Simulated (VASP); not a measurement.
Data:

```
Al2Au
1.0
    0.00000     3.07703     3.07703
    3.07703     0.00000     3.07703
    3.07703     3.07703     0.00000
Al Au
2 1
Direct
  0.25000   0.25000   0.25000
  0.75000   0.75000   0.75000
  0.00000   0.00000   0.00000
```

Method: RPBE GGA, VASP's PBE PAW potentials (set 64) (plane waves; VASP 6.6.1). Run with 520 eV cut-off, 9×9×9 Γ-centred mesh, first-order Methfessel-Paxton smearing of 0.10 eV, potentials Al Au.

Unless said otherwise, spin-orbit coupling is left out, though it shifts the bands of the heavy elements here.

### Question
Estimate the energy per atom (σ→0), pressure, band gap (on the k-mesh) with the smallest direct gap where there is one.

### Answer

```
Quantity                                                    Result
------------------------  ----------------------------------------
band gap (on the k-mesh)  none (metal, semimetal or under 0.01 eV)
energy per atom (σ→0)                               -3.628 eV/atom
pressure                                                 -2.80 GPa
```

The absolute energy has meaning only against runs of the same code, potentials and settings.

The compound is AuAl2 in the fluorite structure. This cell is one point of a volume scan, at 1.03 of the reference volume. The electron count is odd and the run is not spin-polarised, which forces a metal.
